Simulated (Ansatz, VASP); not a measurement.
# Two plane-wave programs on Mg2BeSeO2

```xyz
6
Lattice="3.5066 0.0000 0.0000 0.0000 3.5066 0.0000 0.0000 0.0000 5.8796" Properties=species:S:1:pos:R:3 pbc="T T T"
Mg    0.0000    0.0000    4.5559
Mg    0.0000    0.0000    1.3237
Be    1.7533    1.7533    0.0000
Se    1.7533    1.7533    2.9398
O     0.0000    1.7533    0.0000
O     1.7533    0.0000    0.0000
```

Alike in both runs: functional PBE; k mesh 10 × 10 × 6; occupations gaussian, width 0.1 eV; no spin polarisation.

Ansatz relaxed the structure, and its values are those at the end. VASP's run is a single point on that final structure, the one shown.

```csv
,VASP,Ansatz
version,VASP 6.6.1,Ansatz 0.2.0
potentials or method,"VASP PAW PBE potentials, release 64 (Mg, Be, Se, O)","scalar-relativistic, plane waves, PAW"
plane-wave cutoff (eV),520,420
valence electrons in the cell,24,50
```

|  | VASP | Ansatz | Ansatz less VASP |
| --- | --- | --- | --- |
| gap on the k mesh at the Fermi level (eV) | none | none | - |
| pressure (GPa) | -0.3 | 0.0 | +0.26 |
| rms of the force components (eV/Å) | 0.013 | 0.000 | -0.0126 |

A gap of «none» marks a metal or a gap that the smearing closes. The functional is the same, so the differences come from potentials, cutoffs and numerics. The two sets of potentials don't hold the same shells in valence.
